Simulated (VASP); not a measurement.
Here is the system:

```
CELL_PARAMETERS angstrom
      0.00000     2.46306     2.46306
      2.46306     0.00000     2.46306
      2.46306     2.46306     0.00000
ATOMIC_POSITIONS crystal
  Be 0.00000 0.00000 0.00000
  S  0.25000 0.25000 0.25000
```

Calculation: PBE GGA, VASP's PBE PAW potentials (set 64) (plane waves; VASP). Run with 520 eV cut-off, 9×9×9 Γ-centred mesh, Gaussian smearing of 0.050 eV, potentials Be S.

Task: The job: BeS (zinc blende), 2 atoms, PBE, static run, 520 eV, 9×9×9 Γ-centred mesh. Roughly how much core time does it take on a busy server core?

Result: About 8 core-seconds (one run on a shared machine, a rough figure). It had 35 irreducible k-points, 8 bands, up to 821 plane waves and 14 electronic steps.

The compound is BeS in the zinc blende structure. This cell is one point of a volume scan, at 1.03 of the reference volume.
